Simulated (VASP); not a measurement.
Output of a VASP run:

OSZICAR:
```
       N       E                     dE             d eps       ncg     rms          rms(c)
DAV:   1    -0.141943883914E+02   -0.14194E+02   -0.35139E-01   464   0.508E+00    0.295E-01
DAV:   2    -0.141956959207E+02   -0.13075E-02   -0.31124E-03   568   0.586E-01    0.208E-01
DAV:   3    -0.141951866723E+02    0.50925E-03   -0.62660E-04   536   0.177E-01    0.135E-01
DAV:   4    -0.141950270096E+02    0.15966E-03   -0.66164E-05   496   0.985E-02    0.814E-02
DAV:   5    -0.141949689610E+02    0.58049E-04   -0.23827E-05   520   0.732E-02    0.457E-02
DAV:   6    -0.141949503211E+02    0.18640E-04   -0.78129E-06   512   0.414E-02    0.260E-02
DAV:   7    -0.141949442252E+02    0.60959E-05   -0.27089E-06   528   0.218E-02    0.154E-02
DAV:   8    -0.141949422240E+02    0.20013E-05   -0.10567E-06   256   0.133E-02    0.927E-03
DAV:   9    -0.141949416265E+02    0.59748E-06   -0.38769E-07   256   0.905E-03
   1 F= -.14194942E+02 E0= -.14194942E+02  d E =-.503387E-17
```

File OUTCAR:
```
------------------------ aborting loop because EDIFF is reached ----------------------------------------
  FORCE on cell =-STRESS in cart. coord.  units (eV):
  Direction    XX          YY          ZZ          XY          YZ          ZX
  --------------------------------------------------------------------------------------
  Total       -1.1714397     -1.1714397     -1.1714397      0.0000000      0.0000000      0.0000000
  in kB      -95.1567231    -95.1567231    -95.1567231      0.0000000      0.0000000      0.0000000
  external PRESSURE =     -95.1567231 kB  Pullay stress =       0.0000000 kB
  volume of cell :       19.72
      direct lattice vectors                 reciprocal lattice vectors
     0.000000000  2.144471821  2.144471821    -0.233157645  0.233157645  0.233157645
     2.144471821  0.000000000  2.144471821     0.233157645 -0.233157645  0.233157645
     2.144471821  2.144471821  0.000000000     0.233157645  0.233157645 -0.233157645
  FREE ENERGIE OF THE ION-ELECTRON SYSTEM (eV)
  ---------------------------------------------------
  free  energy   TOTEN  =       -14.1949416265 eV

  energy  without entropy=      -14.1949416265  energy(sigma->0) =      -14.19494163

  exchange ACFDT corr.  =         0.00000000  see jH, gK, PRB 81, 115126
```
(Selected blocks of OUTCAR.)

**POSCAR**
```
MgO
1
    0.0000000000     2.1444718206     2.1444718206
    2.1444718206     0.0000000000     2.1444718206
    2.1444718206     2.1444718206     0.0000000000
Mg O
1 1
Direct
  0.0000000000   0.0000000000   0.0000000000
  0.5000000000   0.5000000000   0.5000000000
```

### Question
Reconstruct the remaining input files.

### Answer
Several could match; the one computed here: the input of the run itself, HSE06 screened hybrid, plane waves, VASP's PBE PAW potentials (set 64).

### KPOINTS
```
K-points
0
Gamma
 8 8 8
0 0 0
```

### INCAR
```
# general
SYSTEM  =MgO
PREC    =Accurate
ENCUT   =520
LREAL   =F
LASPH   =T
ISYM    =3

# electronic loop
EDIFF   =1E-6
NELM    =60
ALGO    =Normal

# smearing
ISMEAR  =0
SIGMA   =0.05

# functional
GGA     =PE
LHFCALC =T
AEXX    =0.25
HFSCREEN=0.2
PRECFOCK=Fast

# ions
ISIF    =2

# output
LWAVE   =F
LCHARG  =F
```

POTCAR, in this order: Mg O (PBE.64 set). Program: vasp_std. Read from the step before: WAVECAR.

The compound is MgO in the rock salt structure. This cell is one point of a volume scan, at 1.03 of the reference volume. The cell's shape comes from a PBE relaxation.
